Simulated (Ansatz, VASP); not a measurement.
# Mo2CO2 (Mo2CO2 MXene monolayer) in two plane-wave programs

Wanted: the spread between two codes on one cell, functional and k mesh. The structure shown is the start of the Ansatz relaxation below; VASP solves that cell, so the two are compared at the walk's first step.

Main program and level: Ansatz 0.2.0; plane waves, with VASP 6.6.1 beside it; single point at PBE with D3(BJ).

### Step 1. Starting point

The cell holds 5 atoms: 2 O, 2 Mo and 1 C. Its edges and angles: a = 3.025 Å, b = 3.025 Å, c = 32.838 Å, α = 90.0°, β = 90.0°, γ = 120.0°. Vacuum lies along c. The height across the vacuum is the one that the program set for its solve, not the one typed.

Structure file:

```cif
data_structure
_symmetry_space_group_name_H-M 'P 1'
_symmetry_Int_Tables_number 1
_cell_length_a 3.0247
_cell_length_b 3.0247
_cell_length_c 32.8381
_cell_angle_alpha 90.000
_cell_angle_beta 90.000
_cell_angle_gamma 120.000
_cell_volume 260.19
loop_
_atom_site_label
_atom_site_type_symbol
_atom_site_fract_x
_atom_site_fract_y
_atom_site_fract_z
_atom_site_occupancy
O1 O 0.33333 0.66667 0.27407 1
O2 O 0.66667 0.33333 0.41169 1
Mo3 Mo 0.66667 0.33333 0.30654 1
Mo4 Mo 0.33333 0.66667 0.37922 1
C5 C 0.00000 0.00000 0.34288 1
```

### Step 2. Ansatz: relaxation, PBE with D3(BJ)

Ansatz runs on its default PAW (the set named soft_2) files.

The two programs are compared at the cell with which this relaxation starts, whose forces are those of its first step.

The input, input.yaml:

```yaml
crystal:
  lattice:
    - [3.024736, 0.0, 0.0]
    - [-1.512368, 2.6194982157, 0.0]
    - [0.0, 0.0, 22.5190393187]
  atoms:
    - { symbol: O, position: [0.3333333333, 0.6666666667, 0.3996618094] }
    - { symbol: Mo, position: [0.6666666667, 0.3333333333, 0.4470012809] }
    - { symbol: C, position: [0.0, 0.0, 0.5] }
    - { symbol: Mo, position: [0.3333333333, 0.6666666667, 0.5529987191] }
    - { symbol: O, position: [0.6666666667, 0.3333333333, 0.6003381906] }
  periodic: [true, true, false]
kpoints:
  mp_grid: { grid: [12, 12, 1] }
hamiltonian:
  xc: pbe
  dispersion: d3bj
scf:
  occupations: { method: fermi_dirac, width: 0.05 }
  convergence: { dr2_threshold: 1.0e-09 }
relax:
  f_tol: 0.004
  max_steps: 90
  cell: {}
output:
  write_potential: true
  write_density: true
  volumetric_format: npy
```

Launch:

```
> ansatz run input.yaml --threads 2 --pin off --max-ram 3072MiB --backend cpu --events-out ev --progress --plain --runs-dir out
```

Numbers of over 12 decimals in the logs are rounded to 6 here.

Log:

```text
Warning: crystal.periodic: the lattice vector that does not repeat stood 0.000° off the slab's normal, 22.519 Å along it as the deck builds it. The run solves the slab on a vector along the normal, 32.838 Å long, with every atom where it was (on the deck's vector they left 18.00 Å outside them, and the widest stretch free of ions among them is 1.19 Å). A fractional position that the run reports is one of the run's ce [...]
Warning: relax.cell: scf.convergence.dr2_threshold = 1e-9 eV is looser than the 2.37188834815e-10 eV advised for a relaxation that steers and ends on the stress (1e-10 eV for each atom of the cell: 5, times the square of relax.cell.stress_2d_tol = 0.05 N/m over 14.5 Å (the atoms' height at the walk's start and 5 Å past either face), 3.444e-2 GPa, over a crystal's default 0.05). What an SCF threshold leaves in a stress goes as its square root, and in the free energy as the threshold itself, and one threshold admits the most on a small cell: [figures from the program's tests cut] Set scf.convergence.dr2_threshold to 2.37188834815e-10 eV or tighter. [rest of the remark cut]
crystal.periodic: the lattice vector that does not repeat stood 0.000° off the slab's normal, 22.519 Å along it as the deck builds it. The run solves the slab on a vector along the normal, 32.838 Å long, with every atom where it was (on the deck's vector they left 18.00 Å outside them, and the widest stretch free of ions among them is 1.19 Å). A fractional position that the run reports is one of the run's cell, which [...]
Engine: ansatz 0.2.0, aarch64-unknown-linux-gnu
Pseudopotentials: kind: paw
Pseudopotential: O, paw, valence charge 6, recommended cutoff 420 eV (normal), O.paw.azcp
Pseudopotential: Mo, paw, valence charge 14, recommended cutoff 420 eV (normal), Mo.paw.azcp
Pseudopotential: C, paw, valence charge 4, recommended cutoff 420 eV (normal), C.paw.azcp
Functional definition: PBE
  parameter kappa = 0.804
  parameter beta = 0.066725
  exchange = pbe_x(kappa = kappa, mu = beta*pi^2/3)
  correlation = pbe_c(beta = beta)
Crystal: 5 atoms, lattice volume = 260.186 Å³
[...]
SCF iter   2: F=—  HF=-11298.619184 eV  |F-HF|=—  |Δ(HF+E_count)|=   3.64e-7  Δρ=8.09e-5  dr2=2.15e-5  ethr=5.66e-8  ⟨swp⟩=3.1  Hψ=1001  notcnv=0
SCF iter   3: F=—  HF=-11298.619186 eV  |F-HF|=—  |Δ(HF+E_count)|=   2.27e-6  Δρ=9.82e-6  dr2=2.38e-7  ethr=4.89e-8  ⟨swp⟩=2.3  Hψ=811  notcnv=0
SCF iter   4: F=—  HF=-11298.619191 eV  |F-HF|=—  |Δ(HF+E_count)|=   4.66e-6  Δρ=3.44e-6  dr2=3.32e-8  ethr=5.41e-10  ⟨swp⟩=3.8  Hψ=1253  notcnv=0
SCF iter   5: F=—  HF=-11298.619191 eV  |F-HF|=—  |Δ(HF+E_count)|=   3.33e-8  Δρ=7.88e-7  dr2=1.76e-9  ethr=7.55e-11  ⟨swp⟩=3.4  Hψ=1105  notcnv=0
SCF iter   6: F=-11298.619191 eV  HF=-11298.619191 eV  |F-HF|=2.87e-10  |Δ(HF+E_count)|=   5.93e-9  Δρ=2.21e-7  dr2=3.96e-11  ethr=2.27e-12  ⟨swp⟩=13.9  Hψ=4847  notcnv=0
SCF 8 converged in 6 iterations: F = -11298.619191 eV  dr2 = 3.96e-11
relax step   8: F+E_penalty+E_count = -11298.61919114 eV  Δ(F+E_penalty+E_count) = +1.170e-4 eV  max|allowed force component| = 1.783e-4 eV/Å  Δτ_max = 0.0008 Å  P = +0.007 N/m  Ω = 268.816 Å³  energy of the carried Pulay correction = -1.529e-4 eV  fix = [c, alpha, beta]  reactions: c +0.000 N/m  (6 SCF iters, accepted)
iter 1 solved again at ethr=7.21e-7 eV; its pass at ethr=3.10e-3 eV (dr2=3.17e-4 eV) is discarded
SCF iter   1: F=—  HF=-11298.619056 eV  |F-HF|=—  |Δ(HF+E_count)|=         —  Δρ=1.79e-5  dr2=4.56e-8  ethr=7.21e-7  ⟨swp⟩=6.4  Hψ=6684  notcnv=0
eigensolver tolerance schedule: the retry pair's looser diagonalisation over-reported the residual by 6960.74 of it (diagonalisation noise at an unbounded share of the residual, at the tolerance the schedule requests for it); recorded, not acted on — ethr = c·dr2/N_el stays at c = 1.0e-1
preconditioner: auto → LDOS  [insulator: Δε(μ)=0.163 eV  Ē_g=8.499 eV  σ=0.050 eV  W_gap=0.58  n_scr=20 (ndim 8)  ℏωp=12.0 eV  f_vac=0.779  D(μ)=1.71/eV (n_scr^D=10)  ε∞_Penn≈3.0  β→1.0]
SCF iter   2: F=—  HF=-11298.619304 eV  |F-HF|=—  |Δ(HF+E_count)|=   2.48e-4  Δρ=5.75e-6  dr2=1.47e-7  ethr=1.04e-10  ⟨swp⟩=6.8  Hψ=2565  notcnv=0
SCF iter   3: F=—  HF=-11298.619304 eV  |F-HF|=—  |Δ(HF+E_count)|=   4.40e-9  Δρ=1.28e-6  dr2=3.54e-9  ethr=1.04e-10  ⟨swp⟩=3.3  Hψ=1005  notcnv=0
SCF iter   4: F=—  HF=-11298.619304 eV  |F-HF|=—  |Δ(HF+E_count)|=   1.06e-7  Δρ=7.05e-7  dr2=1.20e-9  ethr=2.27e-12  ⟨swp⟩=19.2  Hψ=5613  notcnv=0
SCF iter   5: F=-11298.619304 eV  HF=-11298.619304 eV  |F-HF|=1.09e-7  |Δ(HF+E_count)|=   3.11e-9  Δρ=1.81e-7  dr2=2.49e-10  ethr=2.27e-12  ⟨swp⟩=12.5  Hψ=4197  notcnv=0
SCF 9 converged in 5 iterations: F = -11298.619304 eV  dr2 = 2.49e-10
relax step   9: F+E_penalty+E_count = -11298.61930413 eV  Δ(F+E_penalty+E_count) = -1.130e-4 eV  max|allowed force component| = 1.801e-4 eV/Å  Δτ_max = 0.0000 Å  P = +0.008 N/m  Ω = 268.816 Å³  fix = [c, alpha, beta]  reactions: c +0.000 N/m  stress off target by 8.23e-3 N/m on what of the cell is left free  SCF on the basis re-selected at this cell (its energy is not comparable with the rows above)  (5 SCF iters)
basis re-selected at this cell: Δ(F+E_penalty+E_count) = -1.130e-4 eV, ΔP = +0.001 N/m vs the last step (what re-selecting the basis moved, of the pressure what is left beyond the Pulay correction that the steps carried, after the strain that the cell walked since its last selection, with what the two solves' SCF thresholds leave and, on support functions, any second-order correction that the steps lacked; it is no m [...]
WARN: The input density's exchange-correlation potential varies sharply where the density is thin. Do not read a vacuum level from v_tot or v_xc, or from such a field of the output density. On a cell that repeats whose density bears no net charge and no dipole along the vacuum's axis use v_es (v_loc + v_h of the components); under efield.dipole_correction with no amplitude use v_es + v_field, which holds any external [...]
SCF converged after 5 iterations
Free energy (F): -11298.619304 eV
Harris-Foulkes:  -11298.619304 eV  (|F-HF|=1.09e-7)
Internal energy: -11298.604501 eV  (E = F + TS)
E sigma→0 (E₀):  -11298.611903 eV
Entropy (-TS):   -0.014803 eV (-2.961 meV/atom)
Fermi energy:    -6.326251 eV
--- Per-component energies (eV) ---
  E_band       = -1165.044370
  E_kinetic    = 1321.457873
  E_local      = -140096.306824  (includes V_loc(G=0)·N_el)
  E_nonlocal   = 405.254760
  E_hartree    = 69136.878691
  E_xc         = -563.237218
  E_vxc        = -706.755718  (∫ρ·V_xc dr)
  E_paw        = -6815.325237  (= ΣΔE_a)
  E_vpaw       = -362.454033  (= ΣTr[D̂ρ^β])
  E_aug_tail   = 0.004835  (compensation charges beyond the density's cutoff)
  E_ewald      = 65313.898579
  E_disp       = -1.229959  (pairwise vdW)
  E_smearing   = -0.014803  (= −TS)
  E_closure    = 0.000000  (closes the sum)
  Σ components = -11298.619304   (vs F -11298.619304, Δ=0.00e0)
--- Forces (eV/Å), atoms counted from 1 ---
  atom   1  O      0.00000000     0.00000000     0.00007613
  atom   2  Mo    -0.00000000     0.00000000     0.00018009
  atom   3  C      0.00000000     0.00000000     0.00000000
  atom   4  Mo     0.00000000    -0.00000000    -0.00018009
  atom   5  O     -0.00000000    -0.00000000    -0.00007613
  max |Σ_I F_I| component: 2.71e-20 eV/Å
--- 2D stress c σ (N/m, compression-positive) ---
        0.008226       0.000000      -0.000000
        0.000000       0.008226       0.000000
       -0.000000       0.000000       0.000000
  P = ½ c Tr σ = 0.0082 N/m
--- Band table (eV; the first three rows and the last of 19) ---
  k-point 0: bands = ["-68.8645", "-68.7539", "-43.2842", "-42.7001", "-42.7001", "-42.6623", "-42.6048", "-42.6048", "-25.3506", "-25.1822", "-18.9970", "-14.1995", "-13.2488", "-13.2488", "-11.4621", "-11.4621", "-11.0752", "-8.7480", "-8.6690", "-8.6690", "-8.5951", "-8.5951", "-6.9470", "-6.0421", "-6.0421", "-4.4442", "-4.4018"]
  k-point 1: bands = ["-68.8588", "-68.7514", "-43.2718", "-42.7699", "-42.7142", "-42.6441", "-42.6308", "-42.6079", "-25.3044", "-25.1573", "-19.0175", "-14.0765", "-13.2286", "-13.1561", "-11.6693", "-11.4127", "-10.9273", "-9.5723", "-9.3639", "-8.6347", "-8.1610", "-7.9020", "-6.8858", "-5.9444", "-5.8998", "-4.4712", "-4.3652"]
  k-point 2: bands = ["-68.8427", "-68.7450", "-43.2405", "-42.8990", "-42.7503", "-42.7331", "-42.6199", "-42.6187", "-25.1899", "-25.0950", "-19.0429", "-13.7571", "-13.1315", "-12.9201", "-12.0444", "-11.3218", "-10.6777", "-10.5516", "-9.8895", "-8.7766", "-8.1760", "-7.3724", "-6.4597", "-5.6916", "-5.5758", "-4.5250", "-4.3041"]
  k-point 18: bands = ["-68.7397", "-68.7397", "-43.1847", "-43.1847", "-43.1746", "-42.9046", "-42.7240", "-42.7240", "-24.8488", "-24.8488", "-18.6575", "-13.0734", "-13.0734", "-12.3645", "-12.1958", "-11.5941", "-10.7399", "-10.7399", "-10.3624", "-10.3624", "-6.9264", "-6.7865", "-6.7865", "-4.8362", "-4.8362", "-4.2159", "-2.1145"]
  the weakly bound empty levels are not read free of the cell's end (no_gap_told)
--- Relaxed structure (7 steps of the walk, 7 accepted, 2 SCFs on fresh bases) ---
  F+E_penalty+E_count = -11298.61930413 eV   max|allowed force component| = 1.801e-4 eV/Å   (the final SCF, on the basis selected at the relaxed cell)
  cell:  # Å, volume = 268.8157 Å³
    - [3.074490, 0.0, 0]
    - [-1.537245, 2.662587, 0]
    - [0, 0, 32.838079]
  atoms:
    - { symbol: O, position: [0.333333, 0.666667, 0.274623] }
    - { symbol: Mo, position: [0.666667, 0.333333, 0.308850] }
    - { symbol: C, position: [0, 0, 0.342880] }
    - { symbol: Mo, position: [0.333333, 0.666667, 0.376910] }
    - { symbol: O, position: [0.666667, 0.333333, 0.411137] }
```

### Step 3. VASP: single point, PBE with D3(BJ), start cell

The same cell, functional, mesh and smearing now go to VASP, with its own data sets.

Lines of VASP's logs that name or quote its potential files are left out, and so is its time.

The input, INCAR:

```
SYSTEM = Mo2CO2
PREC = Accurate
ENCUT = 520
EDIFF = 1E-06
NELM = 120
ISMEAR = -1
SIGMA = 0.05
LREAL = .FALSE.
ALGO = Normal
GGA = PE
IVDW = 12
NBANDS = 28
LASPH = .TRUE.
LORBIT = 11
LWAVE = .FALSE.
LCHARG = .FALSE.
ISIF = 2
LDIPOL = .TRUE.
IDIPOL = 3
DIPOL = 0.5 0.5 0.343
LVHAR = .TRUE.
GGA_COMPAT = .FALSE.
NELMDL = -8
KPAR = 2
```

The input, POSCAR:

```
Mo2CO2
1.0
    3.0247360000      0.0000000000      0.0000000000
   -1.5123680000      2.6194980000      0.0000000000
    0.0000000000      0.0000000000     32.8380790000
O Mo C
2 2 1
Direct
    0.3333333333      0.6666666667      0.2740720765
    0.6666666667      0.3333333333      0.4116878913
    0.6666666667      0.3333333333      0.3065355772
    0.3333333333      0.6666666667      0.3792243907
    0.0000000000      0.0000000000      0.3428799839
```

The input, KPOINTS:

```
Automatic mesh
0
Gamma
12 12 1
0 0 0
```

The projector-augmented-wave data sets are O, Mo_sv and C (PBE family, release 64).

Launch:

```
> mpirun -np 2 vasp_std
```

Log:

```text
[banner, memory and clock lines left out]
running    2 mpi-ranks, on    1 nodes
 distrk:  each k-point on    1 cores,    2 groups
 distr:  one band on    1 cores,    1 groups

 POSCAR found type information on POSCAR O MoC
 POSCAR found :  3 types and       5 ions
 LDA part: xc-table for (Slater+PW92), standard interpolation
 POSCAR, INCAR and KPOINTS ok, starting setup
 FFT: planning ... GRIDC
 FFT: planning ... GRID_SOFT
 FFT: planning ... GRID
 WAVECAR not read
 entering main loop
       N       E                     dE             d eps       ncg     rms          rms(c)
DAV:   1     0.401285671913E+03    0.40129E+03   -0.24656E+04  1408   0.129E+03
DAV:   2    -0.211209958572E+02   -0.42241E+03   -0.41543E+03  1392   0.346E+02
DAV:   3    -0.540343624584E+02   -0.32913E+02   -0.32142E+02  1208   0.922E+01
DAV:   4    -0.551645473195E+02   -0.11302E+01   -0.11124E+01  1408   0.161E+01
DAV:   5    -0.551845673466E+02   -0.20020E-01   -0.19948E-01  1328   0.193E+00
DAV:   6    -0.551850970201E+02   -0.52967E-03   -0.52945E-03  1392   0.294E-01
DAV:   7    -0.551851151925E+02   -0.18172E-04   -0.18171E-04  1348   0.486E-02
DAV:   8    -0.551851160047E+02   -0.81221E-06   -0.81200E-06  1176   0.981E-03    0.516E+01
DAV:   9    -0.463871036156E+02    0.87980E+01   -0.68553E+01  1076   0.501E+01    0.123E+01
DAV:  10    -0.461084154220E+02    0.27869E+00   -0.17014E+01  1080   0.259E+01    0.131E+01
DAV:  11    -0.453263247281E+02    0.78209E+00   -0.31917E+00  1172   0.134E+01    0.215E+00
DAV:  12    -0.453391573575E+02   -0.12833E-01   -0.27404E-01  1160   0.309E+00    0.749E-01
DAV:  13    -0.453333400803E+02    0.58173E-02   -0.28939E-02  1252   0.106E+00    0.277E-01
DAV:  14    -0.453333953395E+02   -0.55259E-04   -0.37802E-03  1208   0.385E-01    0.126E-01
[...]
DAV:  20    -0.453336878715E+02   -0.34100E-04   -0.23098E-06   956   0.983E-03    0.320E-03
DAV:  21    -0.453337552232E+02   -0.67352E-04   -0.29375E-06   924   0.897E-03    0.242E-03
DAV:  22    -0.453337697320E+02   -0.14509E-04   -0.67375E-07   816   0.337E-03    0.160E-03
DAV:  23    -0.453337848751E+02   -0.15143E-04   -0.92411E-07   744   0.455E-03    0.124E-03
DAV:  24    -0.453337874834E+02   -0.26083E-05   -0.11668E-07   632   0.177E-03    0.513E-04
DAV:  25    -0.453337889160E+02   -0.14326E-05   -0.78728E-08   624   0.119E-03    0.160E-04
DAV:  26    -0.453337899751E+02   -0.10591E-05   -0.70599E-08   664   0.685E-04    0.173E-04
DAV:  27    -0.453337901653E+02   -0.19025E-06   -0.15602E-08   556   0.348E-04
   1 F= -.46590085E+02 E0= -.46573154E+02  d E =-.338629E-01
```

(Continued in part 2 of 2.)

[Lines on the potential files, build, host, timing and source positions are cut from VASP's logs without a mark.]

[Logs are printed without paths, hosts, clocks, repeated set-up lines and the standing remarks that a program may print on its own settings, such as how far it seeks lower states.]

[Hosts, paths, dates, database ids (printed as entryN), source tags and the programs' standing remarks are cut or masked in the printed files.]
